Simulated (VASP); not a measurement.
The input files of a VASP run:

### POSCAR
```
SnSb
1.0
  0.0000000000   3.0216840700   3.0216840700
  3.0216840700   0.0000000000   3.0216840700
  3.0216840700   3.0216840700   0.0000000000
Sn Sb
1 1
direct
  0.5000000000   0.5000000000   0.5000000000
  0.0000000000   0.0000000000   0.0000000000
```

KPOINTS:
```
kpoints
0
gamma
  10 10 10
```

INCAR:
```
# general
SYSTEM  = SnSb
PREC    = Accurate
ENCUT   = 400   # plane-wave cut-off (eV)
LREAL   = .FALSE.   # projection in real space or not
LASPH   = .TRUE.

# electronic loop
EDIFF   = 1E-6
NELM    = 100
ALGO    = Normal   # blocked Davidson
LMAXMIX = 4

# smearing
ISMEAR  = 1   # Methfessel-Paxton
SIGMA   = 0.1   # width (eV)

# ions
IBRION  = 2   # conjugate gradients
NSW     = 60   # most ionic steps
ISIF    = 3   # ions, shape and volume
EDIFFG  = -0.01   # ionic stop

# output
LWAVE   = .FALSE.
LCHARG  = .FALSE.
```

POTCAR, in this order: Sn_d Sb (LDA.64 set). Program: vasp_std.

**Question.** Translate this LDA calculation to Ansatz.

**Answer.** One equivalent input (not run):
Ansatz 0.2 input:
```yaml
crystal:
  lattice:
    - [0.0000000, 3.0216841, 3.0216841]
    - [3.0216841, 0.0000000, 3.0216841]
    - [3.0216841, 3.0216841, 0.0000000]
  atoms:
    - { symbol: Sn, position: [0.5000000, 0.5000000, 0.5000000] }
    - { symbol: Sb, position: [0.0000000, 0.0000000, 0.0000000] }
kpoints:
  mp_grid: { grid: [10, 10, 10] }
hamiltonian:
  xc: lda
  pseudopotentials: { kind: paw }
scf:
  occupations: { method: methfessel_paxton, width: 0.1 }
  max_iter: 100
relax:
  max_steps: 60
  f_tol: 0.01
  cell: {}
output: { forces: true, stress: true, eigenvalues: true }
```
What does not carry over: each code has its own PAW files, so the cut-off isn't converted (ENCUT is set for VASP's; basis.ecutwfc is left out, and Ansatz then takes the one that its files recommend); Ansatz stops its SCF on the density residual and VASP on the energy change (EDIFF); Ansatz's lda is the Perdew-Wang form, while the LDA potentials of VASP carry Perdew-Zunger's.

The structure comes from a computed database's SnSb entry (Fm-3m); how it stands against other phases isn't given here. This run relaxes it. Symmetry was kept, so distortions that lower it aren't found. The start is the result of an earlier pass.
